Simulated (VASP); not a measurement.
Consider the following.

```
SnO
1.0
    3.91631     0.00000     0.00000
    0.00000     3.91631     0.00000
    0.00000     0.00000     4.81411
Sn O
2 2
Direct
  0.50000   0.00000   0.75451
  0.00000   0.50000   0.24549
  0.50000   0.50000   0.00000
  0.00000   0.00000   0.00000
```

Calculation: PBE GGA with D4 dispersion, VASP's PBE PAW potentials (set 64) (plane waves; VASP). Numerical set-up: 520 eV cut-off, 6×6×5 Γ-centred mesh, Gaussian smearing of 0.050 eV, potentials Sn_d O.

Question: The ions and cell shape at fixed volume are relaxed. Predict the relaxed structure.

Answer: 
```
SnO
1.0
    3.86347     0.00000     0.00000
    0.00000     3.86347     0.00000
    0.00000     0.00000     4.94672
Sn O
2 2
Cartesian
  1.93173   0.00000   3.78435
  0.00000   1.93173   1.16237
  1.93173   1.93173   4.94672
  3.86347   0.00000   0.00000
```
Space group P4/nmm (129), at a tolerance of 0.03 Å.

Question: How much energy does the relaxation gain?

Answer: The energy (σ→0) changes by -10.8 meV/atom, in 7 ionic steps.

The compound is SnO in the litharge structure. This cell is one point of a volume scan, at 1.06 of the reference volume. Symmetry was kept, so distortions that lower it aren't found.
